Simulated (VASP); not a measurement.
A run of VASP 6.6.1 is set up as follows.

Contents of INCAR:

```
  PREC = Accurate
  ENCUT = 520
  EDIFF = 1E-7
  ISMEAR = -1
  SIGMA = 0.05
  LREAL = False
  LASPH = True
  NELM = 100
  ALGO = Normal
  ISIF = 2
  LWAVE = False
  LCHARG = False
  GGA = PE
  NBANDS = 30
```

KPOINTS

```
regular mesh
0
Gamma
  8 8 3
```

The input POSCAR:

```
SrMg3O4
1.0
    3.3014960000      0.0000000000      0.0000000000
    0.0000000000      3.3014960000      0.0000000000
    0.0000000000      0.0000000000      8.9796080000
Sr Mg O
1 3 4
Direct
   -0.0027800000     -0.0113330000      0.0009540000
    0.5107960000      0.5091350000      0.2750790000
    0.0087070000      0.0033610000      0.5006940000
    0.4828460000      0.4930170000      0.7269820000
    0.5140580000      0.4995800000      0.5008110000
    0.0154370000      0.0021950000      0.7258800000
    0.5050570000      0.4900060000      0.0018970000
   -0.0014730000      0.0061560000      0.2733510000
```

Potentials or basis: VASP PAW PBE potentials, release 64 (Sr_sv, Mg, O).

Run with:

```bash
$ cat potpaw_PBE.64/Sr_sv/POTCAR potpaw_PBE.64/Mg/POTCAR potpaw_PBE.64/O/POTCAR > POTCAR
$ mpirun -np 1 vasp_std > vasp.out
```

**Question.** What does it give for the band gap on the k mesh?

**Answer.** 1.99 eV, indirect (least direct gap 2.18 eV).

**Question.** What does it give for the pressure?

**Answer.** -0.4 GPa.

Stress tensor (GPa, compression positive):
```
-0.27  0.10 -0.27
 0.10 -0.33  0.06
-0.27  0.06 -0.60
```

Caveat: an odd mesh through Γ misses points on the zone boundary, where band edges often lie.
